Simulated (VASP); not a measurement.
VASP, PAW. Band gap of CuI (zinc blende) (no spin-orbit coupling). The errors mix the missing spin-orbit coupling with the functional's own.

```
level                  band gap (eV)
---------------------  -------------
PBE-D3(BJ) (own cell)           1.27
RPBE (own cell)                 1.12
```

### Question
Estimate the band gap from revTPSS (own cell), r2SCAN (own cell), PBEsol (own cell) and from experiment.

### Answer

```json
{
  "revTPSS (own cell)": "1.37 eV",
  "r2SCAN (own cell)": "1.68 eV",
  "PBEsol (own cell)": "1.19 eV",
  "measured": "3.12 eV (as given by Abedi et al., (2022), arXiv:2211.14644)"
}
```

Only levels that ran to the end are used. Left out are those held back, those with too coarse a band path, GW runs whose mesh misses a band edge, hybrids' fits of cells that aren't cubic and levels without matching references; a question may draw on a part of the rest.

The compound is CuI in the zinc blende structure.
